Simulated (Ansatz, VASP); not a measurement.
Zn2C: VASP beside Ansatz

```xyz
3
Lattice="2.5589 0.0000 0.0000 -1.2794 2.2160 0.0000 0.0000 0.0000 32.3494" Properties=species:S:1:pos:R:3 pbc="T T T"
Zn    1.2794    2.2160   10.5901
Zn    0.0000    0.0000    6.4099
C     0.0000    0.0000    8.5000
```

Alike in both runs: functional PBE; k mesh 24 × 24 × 1; occupations gaussian, width 0.1 eV; no spin polarisation.

Ansatz relaxed the structure, and its values are those at the end. VASP's run is a single point on that final structure, the one shown.

|  | VASP | Ansatz |
| --- | --- | --- |
| version | VASP 6.6.1 | Ansatz 0.2.0 |
| potentials or method | VASP PAW PBE potentials, release 64 (Zn, C) | scalar-relativistic, plane waves, PAW |
| plane-wave cutoff (eV) | 520 | 420 |
| valence electrons in the cell | 28 | 28 |

```csv
,VASP,Ansatz,Ansatz less VASP
gap on the k mesh at the Fermi level (eV),none,none,-
rms of the force components (eV/Å),0.014,0.000,-0.0140
```

A gap of «none» marks a metal or a gap that the smearing closes. The functional is the same, so the differences come from potentials, cutoffs and numerics. Ansatz warned: «slab_cell_height_set».
